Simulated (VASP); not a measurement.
Here is the system:

```
CELL_PARAMETERS angstrom
      0.00000     2.91493     2.91493
      2.91493     0.00000     2.91493
      2.91493     2.91493     0.00000
ATOMIC_POSITIONS crystal
  Hg 0.00000 0.00000 0.00000
  S  0.25000 0.25000 0.25000
```

All values below come from LDA (Ceperley-Alder, Perdew-Zunger), VASP's LDA PAW potentials (set 64) (plane waves; VASP). Numerical set-up: 500 eV cut-off, 11×11×11 Γ-centred mesh, first-order Methfessel-Paxton smearing of 0.10 eV, potentials Hg S.

Unless said otherwise, spin-orbit coupling is left out, though it shifts the bands of the heavy elements here.

Task: Estimate the energy per atom (σ→0), band gap (on the k-mesh) with the smallest direct gap where there is one.

Result: 
```yaml
band gap (on the k-mesh): none (metal, semimetal or under 0.01 eV)
energy per atom (σ→0): -2.989 eV/atom
```

Total energies compare only between runs with the same potentials, cut-off and functional.

The compound is HgS in the zinc blende structure, metacinnabar; cinnabar is the stable form. It was relaxed first.
